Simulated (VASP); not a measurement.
MoS (relaxed from the rock salt structure, space group Fm-3m): computed properties

Level of theory: PBEsol GGA, VASP's PBE PAW potentials (set 64) (plane waves; VASP 6.6.1).

- space group = Fm-3m (225)
- cell = a = 4.894 Å, b = 4.894 Å, c = 4.894 Å, α = 90.00°, β = 90.00°, γ = 90.00°
- volume per atom = 14.65 Å³/atom
- band gap (over mesh and band path) = none (metal, semimetal or under 0.01 eV)
- density = 7.26 g/cm³

Space group Fm-3m (No. 225); a = b = c = 4.8937 Å, α = β = γ = 90.00°

```
atom  site  symmetry       x       y       z
----  ----  --------  ------  ------  ------
Mo      4a      m-3m  0.0000  0.0000  0.0000
S       4b      m-3m  0.5000  0.5000  0.5000
```
(The calculation used a cell of 2 atoms; values per cell refer to that cell.)

The structure was generated: MoS was put into the rock salt type (Fm-3m), which need not be its known phase. It was relaxed first, which changed the volume by -33 %. Symmetry was kept, so distortions that lower it aren't found.
